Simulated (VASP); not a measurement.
## Fitting the PBE energy curve of MgRe3

```
CELL_PARAMETERS angstrom
0.00000 3.11453 3.11453
3.11453 0.00000 3.11453
3.11453 3.11453 0.00000
ATOMIC_POSITIONS crystal
Re 0.75000 0.75000 0.75000
Re 0.50000 0.50000 0.50000
Re 0.25000 0.25000 0.25000
Mg 0.00000 0.00000 0.00000
```

The cell comes from a database or a generator and needn't be the stable form of this composition.

The cell was scaled at fixed shape and fractions and run with VASP, PBE PAW files Mg, Re, 520 eV; PBE, k mesh 7 × 7 × 7 on the cell of 4 atoms, fermi-dirac occupations of 0.05 eV, no spin polarisation, no spin-orbit coupling. Energies are those that the program minimises, any entropy of the smearing included. For a metal such a mesh isn't converged to the digits shown.

```csv
V (Å³/atom),energy over the lowest row (meV/atom)
14.1995,44.93
14.5017,18.03
14.8038,3.48
15.1059,0.00
15.4080,6.42
15.7101,?
16.0123,44.88
```

Task: Fit the third-order Birch-Murnaghan form, give V0, B0 and B′, and predict the energy left open.

Result: With y = (V0/V)^(2/3), E = E0 + (9 V0 B0/16) [(y - 1)³ B′ + (y - 1)² (6 - 4y)]. Least squares through the rows shown give V0 = 15.0560 Å³/atom, E0 = -0.13 meV, B0 = 266.0 GPa (1 eV/Å³ = 160.218 GPa) and B′ = 4.53, with a largest miss of 0.01 meV. At V = 15.7101 the form with these constants gives 21.68 meV; the run gave 21.69 meV an atom.
